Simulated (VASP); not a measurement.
Data:

```
CELL_PARAMETERS angstrom
      0.00000     2.64190     2.64190
      2.64190     0.00000     2.64190
      2.64190     2.64190     0.00000
ATOMIC_POSITIONS crystal
  Zn 0.00000 0.00000 0.00000
  Se 0.25000 0.25000 0.25000
```

Calculation: PBEsol GGA, VASP's PBE PAW potentials (set 64) (plane waves; VASP). Settings: 500 eV cut-off, 9×9×9 Γ-centred mesh, Gaussian smearing of 0.050 eV, potentials Zn Se.

Problem. Estimate the energy per atom (σ→0), pressure, band gap (on the k-mesh) with the smallest direct gap where there is one.

Solution. 
- band gap (on the k-mesh): 2.07 eV
- smallest direct gap (on the k-mesh): 2.07 eV
- energy per atom (σ→0): -3.179 eV/atom
- pressure: 19.92 GPa

Total energies compare only between runs with the same potentials, cut-off and functional.

The compound is ZnSe in the zinc blende structure. It was relaxed first under an external pressure of 20 GPa.
